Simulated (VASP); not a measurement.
All values below come from r2SCAN meta-GGA, VASP's PBE PAW potentials (set 64) (plane waves; VASP).

VASP input:

### KPOINTS
```
Automatic mesh
0
Gamma
10 10 10
0 0 0
```

**INCAR**
```
ALGO=Normal
EDIFF=1E-7
EDIFFG=-0.01
ENCUT=600
IBRION=2
ISIF=2
ISMEAR=0
LASPH=T
LCHARG=F
LMIXTAU=T
LREAL=F
LWAVE=F
METAGGA=R2SCAN
NELM=100
NSW=30
PREC=Accurate
SIGMA=0.05
SYSTEM=NaF
```

**POSCAR**
```
NaF
1
    0.0000000000     2.3316588613     2.3316588613
    2.3316588613     0.0000000000     2.3316588613
    2.3316588613     2.3316588613     0.0000000000
Na F
1 1
Direct
  0.0000000000   0.0000000000   0.0000000000
  0.5000000000   0.5000000000   0.5000000000
```

POTCAR, in this order: Na_pv F (PBE.64 set). Program: vasp_std.

What VASP printed:

### OUTCAR
```
 ion  position               nearest neighbor table
   1  0.000  0.000  0.000-   2 2.33   2 2.33   2 2.33   2 2.33   2 2.33   2 2.33
   2  0.500  0.500  0.500-   1 2.33   1 2.33   1 2.33   1 2.33   1 2.33   1 2.33
  LATTYP: Found a face centered cubic cell.
 ALAT       =     4.6633177226
 Subroutine PRICEL returns:
 Original cell was already a primitive cell.
 Subroutine GETGRP returns: Found 48 space group operations
The static configuration has the point symmetry O_h .
The dynamic configuration has the point symmetry O_h .
 Subroutine INISYM returns: Found 48 space group operations
 Subroutine IBZKPT returns following result:
 Found     47 irreducible k-points:

 Following reciprocal coordinates:
            Coordinates               Weight
  0.000000  0.000000  0.000000      1.000000
  0.100000  0.000000  0.000000      8.000000
  0.200000  0.000000  0.000000      8.000000
  0.300000  0.000000  0.000000      8.000000
  0.400000  0.000000  0.000000      8.000000
  0.500000  0.000000  0.000000      4.000000
  0.100000  0.100000  0.000000      6.000000
  0.200000  0.100000  0.000000     24.000000
  0.300000  0.100000  0.000000     24.000000
...
```

### OSZICAR
```
       N       E                     dE             d eps       ncg     rms          rms(c)
DAV:   1     0.124736218404E+03    0.12474E+03   -0.88548E+03  1052   0.176E+03
DAV:   2    -0.857550937456E+01   -0.13331E+03   -0.12246E+03  1148   0.419E+02
DAV:   3    -0.160429327420E+02   -0.74674E+01   -0.74322E+01  1178   0.973E+01
DAV:   4    -0.161230243058E+02   -0.80092E-01   -0.80074E-01  1157   0.108E+01
DAV:   5    -0.161239270835E+02   -0.90278E-03   -0.90274E-03  1181   0.119E+00    0.479E+00
DAV:   6    -0.127006273937E+02    0.34233E+01   -0.16075E+00  1323   0.178E+01    0.156E+00
DAV:   7    -0.125581584700E+02    0.14247E+00   -0.93786E-01  1034   0.136E+01    0.162E+00
DAV:   8    -0.131219832058E+02   -0.56382E+00   -0.39607E-01  1034   0.985E+00    0.601E-01
DAV:   9    -0.122722579332E+02    0.84973E+00   -0.20970E-01  1040   0.522E+00    0.952E-01
DAV:  10    -0.126492521407E+02   -0.37699E+00   -0.30724E-01  1034   0.656E+00    0.321E-01
DAV:  11    -0.126392322526E+02    0.10020E-01   -0.69341E-03  1175   0.981E-01    0.343E-01
DAV:  12    -0.125911561183E+02    0.48076E-01   -0.10003E-02  1034   0.183E+00    0.108E-01
DAV:  13    -0.125928089409E+02   -0.16528E-02   -0.12401E-03  1142   0.465E-01    0.380E-02
DAV:  14    -0.125949003236E+02   -0.20914E-02   -0.53004E-04  1034   0.376E-01    0.470E-02
DAV:  15    -0.125949335350E+02   -0.33211E-04   -0.49727E-04  1034   0.305E-01    0.116E-02
DAV:  16    -0.125950721857E+02   -0.13865E-03   -0.12397E-04  1040   0.169E-01    0.168E-02
DAV:  17    -0.125950779173E+02   -0.57316E-05   -0.10920E-05  1238   0.433E-02    0.672E-03
DAV:  18    -0.125950710740E+02    0.68433E-05   -0.18419E-06  1049   0.198E-02    0.397E-03
DAV:  19    -0.125950694852E+02    0.15888E-05   -0.21748E-06  1043   0.257E-02    0.231E-04
DAV:  20    -0.125950678591E+02    0.16261E-05   -0.19870E-07  1052   0.615E-03    0.644E-04
DAV:  21    -0.125950682487E+02   -0.38967E-06   -0.39335E-09   565   0.132E-03    0.422E-04
DAV:  22    -0.125950684579E+02   -0.20916E-06   -0.11876E-08   550   0.136E-03    0.123E-04
DAV:  23    -0.125950685574E+02   -0.99525E-07   -0.14257E-09   532   0.531E-04
   1 F= -.12595069E+02 E0= -.12595069E+02  d E =-.125951E+02
```

File OUTCAR:
```
------------------------ aborting loop because EDIFF is reached ----------------------------------------
  FORCE on cell =-STRESS in cart. coord.  units (eV):
  Direction    XX          YY          ZZ          XY          YZ          ZX
  --------------------------------------------------------------------------------------
  Total       -0.4584707     -0.4584707     -0.4584707      0.0000000      0.0000000      0.0000000
  in kB      -28.9732478    -28.9732478    -28.9732478      0.0000000      0.0000000      0.0000000
  external PRESSURE =     -28.9732478 kB  Pullay stress =       0.0000000 kB
  volume of cell :       25.35
      direct lattice vectors                 reciprocal lattice vectors
     0.000000000  2.331658861  2.331658861    -0.214439603  0.214439603  0.214439603
     2.331658861  0.000000000  2.331658861     0.214439603 -0.214439603  0.214439603
     2.331658861  2.331658861  0.000000000     0.214439603  0.214439603 -0.214439603
  FREE ENERGIE OF THE ION-ELECTRON SYSTEM (eV)
  ---------------------------------------------------
  free  energy   TOTEN  =       -12.5950685574 eV

  energy  without entropy=      -12.5950685574  energy(sigma->0) =      -12.59506856

 reached required accuracy - stopping structural energy minimisation
```
(Selected blocks of OUTCAR.)

**OUTCAR**
```
 val. band max:       -2.8055390563   @ k =   0.0000   0.0000   0.0000

 cond. band min:       4.2616574593   @ k =   0.0000   0.0000   0.0000


 Fermi energy:        -2.4856417599

 k-point     1 :       0.0000    0.0000    0.0000
  band No.  band energies     occupation
      1     -23.0719      2.00000
      2     -22.3615      2.00000
      3     -22.3612      2.00000
      4     -22.3612      2.00000
      5      -2.8056      2.00000
      6      -2.8055      2.00000
      7      -2.8055      2.00000
      8       4.2617      0.00000
      9      16.8434      0.00000
     10      16.8434      0.00000
     11      16.8434      0.00000

 k-point     2 :       0.1000    0.0000    0.0000
  band No.  band energies     occupation
      1     -23.1297      2.00000
      2     -22.3625      2.00000
      3     -22.3622      2.00000
      4     -22.2915      2.00000
      5      -2.9870      2.00000
      6      -2.8304      2.00000
      7      -2.8304      2.00000
      8       4.6103      0.00000
      9      15.5254      0.00000
     10      17.0136      0.00000
     11      17.0136      0.00000

 k-point     3 :       0.2000    0.0000    0.0000
  band No.  band energies     occupation
      1     -23.2479      2.00000
      2     -22.3651      2.00000
      3     -22.3648      2.00000
      4     -22.1421      2.00000
      5      -3.4120      2.00000
      6      -2.8949      2.00000
      7      -2.8949      2.00000
      8       5.5211      0.00000
      9      13.7872      0.00000
     10      17.4609      0.00000
     11      17.4611      0.00000

 k-point     4 :       0.3000    0.0000    0.0000
  band No.  band energies     occupation
      1     -23.3593      2.00000
      2     -22.3683      2.00000
      3     -22.3680      2.00000
      4     -21.9915      2.00000
      5      -3.8671      2.00000
      6      -2.9731      2.00000
      7      -2.9731      2.00000
      8       6.7301      0.00000
      9      12.3237      0.00000
...
```

The compound is NaF in the rock salt structure. This cell was strained or had an atom moved on purpose.
